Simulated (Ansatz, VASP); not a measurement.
# Cross-check of ZnS between VASP and Ansatz, part 2 of 2

Aim: how closely do two programs agree when they are given the same cell, functional and k mesh? The cell is taken from a series of runs on this material, whose earlier steps may have relaxed, scaled, displaced or heated it; both programs get it as it stands.

VASP 6.6.1 and Ansatz 0.2.0.

So far. Step 5 (Ansatz: single point, PBE, pair 2): The run ends at a pressure of 6.98 GPa.

## Step 6: VASP: single point, PBE, pair 2 (continued)

Level of this step: PBE; plane waves and PAW (S, Zn) (VASP).

Numbers of over 12 decimals in the logs are rounded to 6 here.

Parts of OUTCAR (step 6):

```text
  Total        1.6458985      1.6458985      1.6458985     -0.0000000      0.0000000      0.0000000
  in kB       71.0742729     71.0742729     71.0742729     -0.0000000      0.0000000      0.0000000
  external PRESSURE =      71.0742729 kB  Pullay stress =       0.0000000 kB

 POSITION                                       TOTAL-FORCE (eV/Angst)
 -----------------------------------------------------------------------------------
      0.00000      0.00000      0.00000         0.000000      0.000000      0.000000
      3.97083      3.97083      3.97083        -0.000000     -0.000000     -0.000000
 -----------------------------------------------------------------------------------
    total drift:                                0.000001      0.000001      0.000001

  FREE ENERGIE OF THE ION-ELECTRON SYSTEM (eV)
  ---------------------------------------------------
  free  energy   TOTEN  =        -6.7833280439 eV

  energy  without entropy=       -6.7833280439  energy(sigma->0) =       -6.78332804

[... 1 part as in an earlier step ...]

[... 2 further parts left out ...]
[key lines of the parts left out:]
E-fermi :   3.8960
```

The run ends at a pressure of 7.11 GPa.

## Step 7: Differences

Both answers:

| quantity | Ansatz | VASP | difference |
| --- | --- | --- | --- |
| pressure (GPa) | 6.98 | 7.11 | -0.13 |
| gap on the k mesh (eV) | 2.375 | 2.389 | -0.014 |

A gap on the mesh is an upper bound, since the band edges may lie between its points.

## Step 8: VASP: single point, PBE, pair 3

With cell and atoms fixed, the geometry can't cause a difference; cores, projectors, grids and the points listed under the comparison can. The cell compared in this pair holds 36.30 Å³, against 37.10 Å³ for the pair before.

INCAR

```
SYSTEM = ZnS
PREC = Accurate
ENCUT = 500
EDIFF = 1E-06
NELM = 120
ISMEAR = 0
SIGMA = 0.01
LREAL = .FALSE.
ALGO = Normal
GGA = PE
NBANDS = 15
LORBIT = 11
LWAVE = .FALSE.
LCHARG = .FALSE.
ISIF = 2
LASPH = .TRUE.
GGA_COMPAT = .FALSE.
EFERMI = MIDGAP
```

POSCAR

```
ZnS
1.0
    0.0000000000      2.6278987880      2.6278987880
    2.6278987880      0.0000000000      2.6278987880
    2.6278987880      2.6278987880      0.0000000000
S Zn
1 1
Direct
    0.0000000000      0.0000000000      0.0000000000
    0.7500000000      0.7500000000      0.7500000000
```

KPOINTS

```
Automatic mesh
0
Gamma
12 12 12
0 0 0
```

The projector-augmented-wave data sets are S and Zn (PBE family, release 64).

Launch:

```
mpirun -np 1 vasp_std
```

The program printed:

```text
[... set-up lines as in an earlier step ...]
 entering main loop
       N       E                     dE             d eps       ncg     rms          rms(c)
DAV:   1     0.826288122100E+02    0.82629E+02   -0.85555E+03  2160   0.142E+03
DAV:   2    -0.196687371627E+01   -0.84596E+02   -0.79019E+02  2433   0.266E+02
DAV:   3    -0.712634615094E+01   -0.51595E+01   -0.51336E+01  2713   0.630E+01
DAV:   4    -0.717768521722E+01   -0.51339E-01   -0.51324E-01  2580   0.656E+00
[...]
DAV:  10    -0.674138299728E+01   -0.10860E-03   -0.15464E-04  2702   0.101E-01    0.496E-02
DAV:  11    -0.674141824228E+01   -0.35245E-04   -0.54557E-05  2286   0.647E-02    0.207E-02
DAV:  12    -0.674141866048E+01   -0.41820E-06   -0.23834E-06  2775   0.248E-02
   1 F= -.67414187E+01 E0= -.67414187E+01  d E =0.000000E+00
```

From OUTCAR (step 8):

```text
  Total        2.1337017      2.1337017      2.1337017      0.0000000      0.0000000      0.0000000
  in kB       94.1864394     94.1864394     94.1864394      0.0000000      0.0000000      0.0000000
  external PRESSURE =      94.1864394 kB  Pullay stress =       0.0000000 kB

 POSITION                                       TOTAL-FORCE (eV/Angst)
 -----------------------------------------------------------------------------------
      0.00000      0.00000      0.00000         0.000000      0.000000     -0.000000
      3.94185      3.94185      3.94185        -0.000000     -0.000000      0.000000
 -----------------------------------------------------------------------------------
    total drift:                                0.000001      0.000001      0.000001

  FREE ENERGIE OF THE ION-ELECTRON SYSTEM (eV)
  ---------------------------------------------------
  free  energy   TOTEN  =        -6.7414186605 eV

  energy  without entropy=       -6.7414186605  energy(sigma->0) =       -6.74141866

[... 1 part as in an earlier step ...]

[... 2 further parts left out ...]
[key lines of the parts left out:]
E-fermi :   4.1698
```

The run ends at a pressure of 9.42 GPa.

## Step 9: Ansatz: single point, PBE, pair 3

The same cell, functional and mesh now go to Ansatz, which takes its cutoff from its data sets.

The cell is taken from a series of runs on this material, whose earlier steps may have relaxed, scaled, displaced or heated it; both programs get it as it stands.

input.yaml

```yaml
crystal:
  lattice:
    - [0.0, 2.627898788, 2.627898788]
    - [2.627898788, 0.0, 2.627898788]
    - [2.627898788, 2.627898788, 0.0]
  atoms:
    - { symbol: S, position: [0.0, 0.0, 0.0] }
    - { symbol: Zn, position: [0.75, 0.75, 0.75] }
kpoints:
  mp_grid: { grid: [12, 12, 12] }
hamiltonian:
  xc: pbe
  pseudopotentials: { kind: paw, azcp: { folder: soft_1 } }
scf:
  occupations: { method: fixed }
output:
  forces: true
  stress: true
  eigenvalues: true
```

Launch:

```
ansatz run input.yaml --threads 4 --pin off --max-ram 10240MiB --backend cpu --events-out ev --progress --plain --runs-dir out
```

The program printed:

```text
[...]
Crystal: 2 atoms, lattice volume = 36.296 Å³
Basis set: ecut = 420 eV, 725 PW (Γ), exchange–correlation on 50×50×50 points (8 copies of the dense FFT grid, shifted against one another)
Bands: 13, of which v1, the nominal top of the filled ones, is band 9 counted from 1 (8 counted from 0)
Symmetry: 24 space group operations
[...]
k-points: 72 of 1728 (time reversal used)
[...]
P = ⅓ Tr σ = 9.2560 GPa (92.560 kbar)
--- Band table (eV; the first three rows and the last of 72) ---
  k-point 0: bands = [... 5 lower, 0.8036, 6.9069, 6.9069, 6.9069, 9.3797, 13.1948, 13.1948, 13.1948]
  k-point 1: bands = [... 5 lower, 0.8024, 6.2973, 6.8267, 6.8267, 9.8380, 13.1489, 13.3301, 13.3301]
  k-point 2: bands = [... 5 lower, 0.8010, 5.1230, 6.6213, 6.6213, 10.4422, 13.3068, 13.6377, 13.6377]
  k-point 71: bands = [... 5 lower, 1.2943, 1.9028, 3.7247, 3.8623, 12.5592, 13.2807, 14.9173, 15.0449]
[key lines of the parts left out:]
SCF converged after 8 iterations
Free energy (F): -4222.630257 eV
Fermi energy:    6.906854 eV
```

The run ends at a pressure of 9.26 GPa.

## Step 10: Differences

The two programs side by side:

| quantity | Ansatz | VASP | difference |
| --- | --- | --- | --- |
| pressure (GPa) | 9.26 | 9.42 | -0.16 |
| gap on the k mesh (eV) | 2.473 | 2.489 | -0.016 |

A gap on the mesh is an upper bound, since the band edges may lie between its points.

## Step 11: Outcome

| Quantity | Value |
| --- | --- |
| difference in gap on the k mesh (single point, PBE, pair 1) | -0.012 eV |
| difference in gap on the k mesh (single point, PBE, pair 2) | -0.014 eV |
| difference in gap on the k mesh (single point, PBE, pair 3) | -0.016 eV |

What this shows: The difference in gap on the k mesh is -0.016 eV (single point, PBE, pair 3), within the 0.08 eV picked in this series as the mark of a large difference. 5 further runs of this series are not shown here. Such differences can come from data sets, numerical settings and the points named under the comparisons, not from the functional's error against experiment.

[Lines on the potential files, build, host, timing and source positions are cut from VASP's logs without a mark.]

[Logs are printed without paths, hosts, clocks, repeated set-up lines and the standing remarks that a program may print on its own settings, such as how far it seeks lower states.]

[Hosts, paths, dates, database ids (printed as entryN), source tags and the programs' standing remarks are cut or masked in the printed files.]
